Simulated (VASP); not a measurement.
All values below come from r2SCAN meta-GGA, VASP's PBE PAW potentials (set 64) (plane waves; VASP 6.6.1).

VASP ran on this input.

POSCAR:
```
Ni3Fe
1.0
  3.4881407158   0.0000000000   0.0000000000
  0.0000000000   3.4881407158   0.0000000000
  0.0000000000   0.0000000000   3.4881407158
Fe Ni
1 3
Direct
  0.0000000000   0.0000000000   0.0000000000
  0.0000000000   0.5000000000   0.5000000000
  0.5000000000   0.0000000000   0.5000000000
  0.5000000000   0.5000000000   0.0000000000
```

### INCAR
```
EDIFFG = -0.02   # ionic stop
SYSTEM = Ni3Fe
LORBIT = 10
LMAXMIX = 4
ALGO = Normal
NELM = 100   # most electronic steps
ISIF = 3   # ions, shape and volume
ISPIN = 2
LREAL = .FALSE.   # projection in real space or not
MAGMOM = 3.0 0.7 0.7 0.7
ENCUT = 400   # plane-wave cut-off (eV)
SIGMA = 0.1   # width (eV)
LCHARG = .FALSE.
LWAVE = .FALSE.
METAGGA = R2SCAN
PREC = Accurate
LMIXTAU = .TRUE.
LASPH = .TRUE.
IBRION = 2
NSW = 60   # most ionic steps
EDIFF = 1E-6   # SCF stop (eV)
ISMEAR = 1   # Methfessel-Paxton
```

### KPOINTS
```
Automatic mesh
0
Gamma
8 8 8
0 0 0
```

POTCAR, in this order: Fe Ni (PBE.64 set). Program: vasp_std.

### Question
What will the output report for the number of irreducible k-points (NKPTS), largest plane-wave count, number of space-group operations, FFT grid (NGX, NGY, NGZ)?

### Answer

```
Property                                      Result
--------------------------------------  ------------
number of irreducible k-points (NKPTS)            35
largest plane-wave count                         804
number of space-group operations                  48
FFT grid (NGX, NGY, NGZ)                24 × 24 × 24
```

The compound is Ni3Fe in the L1_2 structure. This run relaxes it. Symmetry was kept, so distortions that lower it aren't found. The start is the result of an earlier pass.
